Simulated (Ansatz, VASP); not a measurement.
**WSeS: VASP beside Ansatz**

Wanted: the spread between two codes on one cell, functional and k mesh. The cell is taken from a series of runs on this material, whose earlier steps may have relaxed, scaled, displaced or heated it; both programs get it as it stands.

Method: plane waves, with VASP 6.6.1 beside it; relaxation of cell and atoms at PBEsol, in Ansatz 0.2.0.

### 1. The structure

It takes space group P3m1 (No. 156, trigonal). The conventional cell has a = 3.206 Å, b = 3.206 Å, c = 22.545 Å, α = 90.00°, β = 90.00°, γ = 120.00°. Nearest to W lie 6 S at 2.41 Å. W has 6 Se at 2.51 Å nearest. Nearest to Se lie 3 W at 2.51 Å. Nearest to S lie 3 W at 2.41 Å. Nearest to S lie 3 W at 2.41 Å. Farther neighbours and most contacts between anions are not listed.

Structure file:

```xyz
6
Lattice="3.2057 0.0000 0.0000 -1.6029 2.7762 0.0000 0.0000 0.0000 22.5449" Properties=species:S:1:pos:R:3
W     0.0000    0.0000    3.5513
W     0.0000    1.8508   10.0178
Se    0.0000    0.0000   11.7154
Se    0.0000    0.0000    8.3183
S     0.0000    1.8508    2.0062
S     0.0000    1.8508    5.0983
```

### 2. VASP: relaxation of cell and atoms, PBEsol

The relaxed volume is the usual yardstick between codes: in a stiff, nearly cubic crystal its relative difference is about their pressure difference at one cell divided by the bulk modulus.

Lines of VASP's logs that name or quote its potential files are left out, and so is its time.

Input file INCAR:

```
SYSTEM = WSeS
PREC = Accurate
ENCUT = 600
EDIFF = 1E-07
NELM = 120
ISMEAR = 0
SIGMA = 0.01
LREAL = .FALSE.
ALGO = Normal
GGA = PS
NBANDS = 24
LASPH = .TRUE.
LORBIT = 11
LWAVE = .FALSE.
LCHARG = .FALSE.
ISIF = 3
IBRION = 2
NSW = 80
EDIFFG = -0.005
GGA_COMPAT = .FALSE.
NELMIN = 4
EFERMI = MIDGAP
KPAR = 2
```

Input file POSCAR:

```
WSeS
1.0
    3.2057220000      0.0000000000      0.0000000000
   -1.6028610000      2.7762370000      0.0000000000
    0.0000000000      0.0000000000     22.5449320000
W Se S
2 2 2
Direct
    0.0000000000      0.0000000000      0.1575201469
    0.3333333934      0.6666667867      0.4443463835
    0.0000000000      0.0000000000      0.5196460118
    0.0000000000      0.0000000000      0.3689641645
    0.3333333934      0.6666667867      0.0889868286
    0.3333333934      0.6666667867      0.2261404470
```

Input file KPOINTS:

```
Automatic mesh
0
Gamma
9 9 1
0 0 0
```

The projector-augmented-wave data sets are W, Se and S (PBE family, release 64).

Command:

```console
$ mpirun -np 2 vasp_std
```

Numbers of over 12 decimals in the logs are rounded to 6 here.

Output:

```text
[banner, memory and clock lines left out]
running    2 mpi-ranks, on    1 nodes
 distrk:  each k-point on    1 cores,    2 groups
 distr:  one band on    1 cores,    1 groups

 POSCAR found type information on POSCAR W SeS
 POSCAR found :  3 types and       6 ions
|                                                                             |
|               ----> ADVICE to this user running VASP <----                  |
|                                                                             |
|     You enforced a specific xc type in the INCAR file but a different       |
|     [... a line on the potential file left out ...]
|     I HOPE YOU KNOW WHAT YOU ARE DOING!                                     |
|                                                                             |

 LDA part: xc-table for (Slater+PW92), standard interpolation
 POSCAR, INCAR and KPOINTS ok, starting setup
 FFT: planning ... GRIDC
 FFT: planning ... GRID_SOFT
 FFT: planning ... GRID
 WAVECAR not read
 entering main loop
       N       E                     dE             d eps       ncg     rms          rms(c)
DAV:   1     0.253563416852E+03    0.25356E+03   -0.15487E+04   576   0.137E+03
DAV:   2    -0.254184130982E+02   -0.27898E+03   -0.27101E+03   824   0.267E+02
DAV:   3    -0.503013795342E+02   -0.24883E+02   -0.24686E+02   768   0.821E+01
DAV:   4    -0.509367391187E+02   -0.63536E+00   -0.63270E+00   776   0.149E+01
DAV:   5    -0.509594366642E+02   -0.22698E-01   -0.22677E-01   808   0.256E+00    0.367E+01
DAV:   6    -0.490189376361E+02    0.19405E+01   -0.84873E+00   856   0.142E+01    0.159E+01
DAV:   7    -0.487321301667E+02    0.28681E+00   -0.35355E+00   784   0.101E+01    0.796E+00
DAV:   8    -0.485777828909E+02    0.15435E+00   -0.54823E-01   768   0.456E+00    0.109E+00
DAV:   9    -0.485738850315E+02    0.38979E-02   -0.63289E-02   848   0.137E+00    0.558E-01
DAV:  10    -0.485722228280E+02    0.16622E-02   -0.90447E-03   776   0.550E-01    0.348E-01
DAV:  11    -0.485719911690E+02    0.23166E-03   -0.14752E-03   848   0.208E-01    0.202E-01
DAV:  12    -0.485718064676E+02    0.18470E-03   -0.84501E-04   808   0.147E-01    0.102E-01
DAV:  13    -0.485716946752E+02    0.11179E-03   -0.23367E-04   720   0.797E-02    0.612E-02
DAV:  14    -0.485716510418E+02    0.43633E-04   -0.42795E-05   784   0.344E-02    0.168E-02
[...]
DAV:  18    -0.485719408981E+02   -0.52151E-04   -0.34577E-06   704   0.701E-03    0.313E-03
DAV:  19    -0.485719612433E+02   -0.20345E-04   -0.66672E-07   680   0.330E-03    0.385E-03
DAV:  20    -0.485719800742E+02   -0.18831E-04   -0.56550E-07   648   0.236E-03    0.260E-03
DAV:  21    -0.485719881951E+02   -0.81209E-05   -0.22630E-07   568   0.141E-03    0.134E-03
DAV:  22    -0.485719896602E+02   -0.14651E-05   -0.31509E-08   480   0.671E-04    0.896E-04
DAV:  23    -0.485719910299E+02   -0.13697E-05   -0.87500E-08   504   0.869E-04    0.134E-04
DAV:  24    -0.485719911502E+02   -0.12030E-06   -0.10516E-08   456   0.442E-04    0.259E-04
DAV:  25    -0.485719911982E+02   -0.47994E-07   -0.30471E-09   440   0.208E-04
   1 F= -.48571991E+02 E0= -.48571991E+02  d E =-.485720E+02
[...]
2 F= -.48571536E+02 E0= -.48571536E+02  d E =0.454977E-03
[...]
3 F= -.48572170E+02 E0= -.48572170E+02  d E =-.178984E-03
[...]
4 F= -.48572170E+02 E0= -.48572170E+02  d E =-.178982E-03
 curvature:  -0.17 expect dE=-0.184E-04 dE for cont linesearch -0.735E-09
 trial: gam= 0.10879 g(F)=  0.388E-04 g(S)=  0.691E-04 ort =-0.208E-05 (trialstep = 0.868E+00)
 search vector abs. value=  0.119E-03
 bond charge predicted
       N       E                     dE             d eps       ncg     rms          rms(c)
DAV:   1    -0.485722953273E+02   -0.12512E-03   -0.44671E-03   584   0.356E-01    0.498E-02
DAV:   2    -0.485722299650E+02    0.65362E-04   -0.26025E-04   744   0.983E-02    0.334E-02
DAV:   3    -0.485722191221E+02    0.10843E-04   -0.31787E-05   712   0.348E-02    0.180E-02
DAV:   4    -0.485722113319E+02    0.77902E-05   -0.10985E-05   776   0.161E-02    0.996E-03
DAV:   5    -0.485722093840E+02    0.19479E-05   -0.29805E-06   784   0.830E-03    0.647E-03
DAV:   6    -0.485722082858E+02    0.10982E-05   -0.14012E-06   736   0.694E-03    0.209E-03
DAV:   7    -0.485722080499E+02    0.23592E-06   -0.16622E-07   512   0.228E-03    0.566E-04
DAV:   8    -0.485722080171E+02    0.32854E-07   -0.66904E-08   344   0.127E-03
   5 F= -.48572208E+02 E0= -.48572208E+02  d E =-.378365E-04
 trial-energy change:   -0.000038  1 .order   -0.000041   -0.000093    0.000012
 step:   0.7541(harm=  0.7710)  dis= 0.00070  next Energy=   -48.572209 (dE=-0.386E-04)
 reached required accuracy - stopping structural energy minimisation
```

Parts of OUTCAR (step 2):

```text
ion  position               nearest neighbor table
   1  0.000  0.000  0.158-   5 2.41   5 2.41   5 2.41   6 2.41   6 2.41   6 2.41
   2  0.333  0.667  0.444-   3 2.51   3 2.51   3 2.51   4 2.51   4 2.51   4 2.51
   3  0.000  0.000  0.520-   2 2.51   2 2.51   2 2.51
   4  0.000  0.000  0.369-   2 2.51   2 2.51   2 2.51
   5  0.333  0.667  0.089-   1 2.41   1 2.41   1 2.41
   6  0.333  0.667  0.226-   1 2.41   1 2.41   1 2.41

  LATTYP: Found a hexagonal cell.
 ALAT       =     3.2057220000
 C/A-ratio  =     7.0327158749

 Subroutine GETGRP returns: Found  6 space group operations
 (whereof  6 operations were pure point group operations)

The static configuration has the point symmetry C_3v.

 Found     12 irreducible k-points:

   k-points           NKPTS =     12   k-points in BZ     NKDIM =     12   number of bands    NBANDS=     24

   dimension x,y,z NGX =    28 NGY =   28 NGZ =  180
   dimension x,y,z NGXF=    56 NGYF=   56 NGZF=  360

   ENCUT  =  600.0 eV  44.10 Ry    6.64 a.u.   6.40  6.40 45.03*2*pi/ulx,y,z

   NELECT =      36.0000    total number of electrons

 k-points in reciprocal lattice and weights: Automatic mesh
   0.00000000  0.00000000  0.00000000       0.012
   0.11111111  0.00000000  0.00000000       0.074
   0.22222222  0.00000000  0.00000000       0.074
   0.33333333  0.00000000  0.00000000       0.074
   0.44444444  0.00000000  0.00000000       0.074
   0.11111111  0.11111111  0.00000000       0.074
   0.22222222  0.11111111  0.00000000       0.148
   0.33333333  0.11111111  0.00000000       0.148
   0.44444444  0.11111111  0.00000000       0.074
   0.22222222  0.22222222  0.00000000       0.074
   0.33333333  0.22222222  0.00000000       0.148
   0.33333333  0.33333333  0.00000000       0.025

 average (electrostatic) potential at core
       1 -45.0590       2 -44.2678       3 -57.0969       4 -57.1069       5 -91.1038
       6 -91.1241

 E-fermi :   1.4570

 k-point     1 :       0.0000    0.0000    0.0000
  band No.  band energies     occupation
    ...
     14      -1.1001      2.00000
     15      -0.0116      2.00000
     16      -0.0116      2.00000
     17       0.1366      2.00000
     18       0.7671      2.00000
     19       3.1553      0.00000
     20       3.1553      0.00000
     21       3.3871      0.00000
     22       3.3871      0.00000
     23       4.2278      0.00000
    ...

 k-point     2 :       0.1111    0.0000    0.0000
  band No.  band energies     occupation
    ...
     14      -0.9626      2.00000
     15      -0.3447      2.00000
     16      -0.1211      2.00000
     17       0.1212      2.00000
     18       0.5560      2.00000
     19       3.0123      0.00000
     20       3.0427      0.00000
     21       3.2067      0.00000
     22       3.5170      0.00000
     23       3.6018      0.00000
    ...

 k-point     3 :       0.2222    0.0000    0.0000
  band No.  band energies     occupation
    ...
     14      -1.0099      2.00000
     15      -0.6282      2.00000
     16      -0.5061      2.00000
     17      -0.3258      2.00000
     18      -0.0163      2.00000
     19       2.5813      0.00000
     20       2.8959      0.00000
     21       2.9817      0.00000
     22       3.3346      0.00000
     23       3.6453      0.00000
    ...

  Total        0.0064019      0.0064019     -0.0110980      0.0000000      0.0000000      0.0000000
  in kB        0.0512141      0.0512141     -0.0887829      0.0000000      0.0000000      0.0000000
  external PRESSURE =       0.0045484 kB  Pullay stress =       0.0000000 kB

  energy-cutoff  :      600.00
  volume of cell :      200.28
      direct lattice vectors                 reciprocal lattice vectors
     3.202525779  0.000000000  0.000000000     0.312253536  0.180279643  0.000000000
    -1.601262889  2.773468990  0.000000000    -0.000000000  0.360559286  0.000000000
    -0.000000000 -0.000000000 22.548180824     0.000000000  0.000000000  0.044349476

 POSITION                                       TOTAL-FORCE (eV/Angst)
 -----------------------------------------------------------------------------------
     -0.00000     -0.00000      3.55180         0.000000      0.000000     -0.001363
      0.00000      1.84898     10.01922         0.000000     -0.000000      0.001097
     -0.00000     -0.00000     11.71775        -0.000000     -0.000000     -0.000424
     -0.00000     -0.00000      8.31889        -0.000000      0.000000      0.000915
      0.00000      1.84898      2.00680        -0.000000     -0.000000      0.002615
      0.00000      1.84898      5.09863        -0.000000      0.000000     -0.002840
 -----------------------------------------------------------------------------------
    total drift:                               -0.000000     -0.000361      0.000105

  FREE ENERGIE OF THE ION-ELECTRON SYSTEM (eV)
  ---------------------------------------------------
  free  energy   TOTEN  =       -48.5722080171 eV

  energy  without entropy=      -48.5722080171  energy(sigma->0) =      -48.57220802

 reached required accuracy - stopping structural energy minimisation

 total charge
# of ion       s       p       d       tot
------------------------------------------
    1        0.560   0.701   4.258   5.519
    2        0.547   0.659   4.282   5.488
    3        1.477   2.360   0.075   3.911
    4        1.478   2.354   0.076   3.908
    5        1.351   2.342   0.000   3.693
    6        1.352   2.338   0.000   3.690
--------------------------------------------------
tot          6.765  10.754   8.691  26.209

[... 3 further parts left out ...]
```

CONTCAR:

```
WSeS
   1.00000000000000
     3.2025257787836159    0.0000000000000000    0.0000000000000000
    -1.6012628893918079    2.7734689903019780    0.0000000000000000
    -0.0000000000000000   -0.0000000000000000   22.5481808237580630
  W               Se              S
     2     2     2
Direct
     0.0000000000000000    0.0000000000000000    0.1575205993685222
     0.3333333933999967    0.6666667866999987    0.4443469398927193
     0.0000000000000000    0.0000000000000000    0.5196759098960164
     0.0000000000000000    0.0000000000000000    0.3689385972153786
     0.3333333933999967    0.6666667866999987    0.0890004014003569
     0.3333333933999967    0.6666667866999987    0.2261215345269987
```

The run keeps the 6 symmetry operations of its start, so it cannot find a distortion of lower symmetry.

(Part 1 of 2 ends here.)

[Lines on the potential files, build, host, timing and source positions are cut from VASP's logs without a mark.]

[Logs are printed without paths, hosts, clocks, repeated set-up lines and the standing remarks that a program may print on its own settings, such as how far it seeks lower states.]

[Hosts, paths, dates, database ids (printed as entryN), source tags and the programs' standing remarks are cut or masked in the printed files.]
